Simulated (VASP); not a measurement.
## HfSi (space group Pnma): computed properties

These are r2SCAN meta-GGA, VASP's PBE PAW potentials (set 64) (plane waves; VASP) values and carry that method's errors.

| Property | Result |
|---|---|
| space group | Pnma (62) |
| cell | a = 6.866 Å, b = 3.764 Å, c = 5.226 Å, α = 90.00°, β = 90.00°, γ = 90.00° |
| volume per atom | 16.88 Å^3/atom |
| band gap (over mesh and band path) | none (metal, semimetal or under 0.01 eV) |
| density | 10.16 g/cm³ |

```cif
data_Hf4Si4
_chemical_formula_sum 'Hf4 Si4'
_space_group_name_H-M_alt 'P 1'
_space_group_IT_number 1
_cell_length_a 6.86568
_cell_length_b 3.76358
_cell_length_c 5.22553
_cell_angle_alpha 90.000
_cell_angle_beta 90.000
_cell_angle_gamma 90.000
loop_
_space_group_symop_operation_xyz
  'x, y, z'
loop_
_atom_site_label
_atom_site_type_symbol
_atom_site_fract_x
_atom_site_fract_y
_atom_site_fract_z
_atom_site_occupancy
Hf1 Hf 0.67519 0.25000 0.37451 1
Hf2 Hf 0.32481 0.75000 0.62549 1
Hf3 Hf 0.82481 0.75000 0.87451 1
Hf4 Hf 0.17519 0.25000 0.12549 1
Si1 Si 0.54309 0.25000 0.86033 1
Si2 Si 0.45691 0.75000 0.13967 1
Si3 Si 0.95691 0.75000 0.36033 1
Si4 Si 0.04309 0.25000 0.63967 1
```

Unless said otherwise, spin-orbit coupling is left out, though it shifts the bands of the heavy elements here.

The structure comes from a computed database's HfSi entry (Pnma); how it stands against other phases isn't given here. It was relaxed first. Symmetry was kept, so distortions that lower it aren't found.
